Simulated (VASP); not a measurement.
Energy against volume of RuAl (CsCl type). All values below come from optB86b-vdW, VASP's PBE PAW potentials (set 64) (plane waves; VASP). Numerical set-up: 520 eV cut-off, 12×12×12 Γ-centred mesh, first-order Methfessel-Paxton smearing of 0.10 eV, potentials Al Ru_pv.

| V (Å³/atom) | E (eV/atom) |
|---|---|
| 12.564 | -5.04048 |
| 12.964 | -5.06751 |
| 13.365 | -5.07580 |
| 13.766 | -5.06817 |

Q: Fit these four points and predict the energy of the run at 14.167 Å³/atom.

A: A cubic in V^(−2/3), the third-order Birch-Murnaghan form, passes through the four points with V0 = 13.36 Å³/atom and B0 = 212 GPa, and gives -5.0470 eV/atom there. The run gave -5.0470 eV/atom, +0.0 meV/atom from the fit; all five points give B0 = 212 GPa.

The compound is RuAl in the CsCl type structure. The cell was not relaxed at this level.
